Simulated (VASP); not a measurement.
VASP ran on this input.

POSCAR:
```
ReSe2
1
    1.5673524352     0.9049110180     6.6919884238
   -1.5673524352     0.9049110180     6.6919884238
    0.0000000000    -1.8098229643     6.6919884450
Re Se
1 2
Direct
  0.0000000000   0.0000000000   0.0000000000
  0.2449880000   0.2449880000   0.2449880003
  0.7550120000   0.7550120000   0.7550119997
```

**KPOINTS**
```
Automatic mesh
0
Gamma
13 13 13
0 0 0
```

**INCAR**
```
SYSTEM = ReSe2
PREC = Accurate
ENCUT = 400
EDIFF = 1E-7
NELM = 100
ALGO = Normal
LREAL = .FALSE.
LASPH = .TRUE.
ISMEAR = -5
GGA = PS
LMAXMIX = 6
LWAVE = .FALSE.
LCHARG = .TRUE.
LORBIT = 11
NEDOS = 601
ISIF = 2
LEFG = .TRUE.
```

POTCAR, in this order: Re Se (PBE.64 set). Program: vasp_std.

### Question
Translate this PBEsol calculation to Quantum ESPRESSO's pw.x.

### Answer
One equivalent input (not run):
```
&CONTROL
  calculation = 'scf'
  pseudo_dir = './pseudo'
  outdir = './out'
  tprnfor = .true.
  tstress = .true.
/
&SYSTEM
  ibrav = 0
  nat = 3
  ntyp = 2
  ecutwfc = 86
  occupations = 'tetrahedra'
  input_dft = 'pbesol'
/
&ELECTRONS
  conv_thr = 7.3e-09
  electron_maxstep = 100
/
ATOMIC_SPECIES
  Re 186.207 Re.upf
  Se 78.971 Se.upf
CELL_PARAMETERS angstrom
     1.5673524    0.9049110    6.6919884
    -1.5673524    0.9049110    6.6919884
     0.0000000   -1.8098230    6.6919884
ATOMIC_POSITIONS crystal
  Re   0.0000000  0.0000000  0.0000000
  Se   0.2449880  0.2449880  0.2449880
  Se   0.7550120  0.7550120  0.7550120
K_POINTS automatic
  13 13 13 0 0 0
```
The two are equivalent in intent, not identical: the potentials are each code's own (VASP's PAW set, PseudoDojo norm-conserving files in pw.x), so ENCUT and ecutwfc are chosen apart and not converted; conv_thr bounds pw.x's estimated SCF error, while EDIFF bounds the energy change between steps; the field gradients of LEFG aren't asked of the other code.

The structure was generated: ReSe2 was put into the CdCl2 type (R-3m), which need not be its known phase. It was relaxed first, which changed the volume by -27 %.
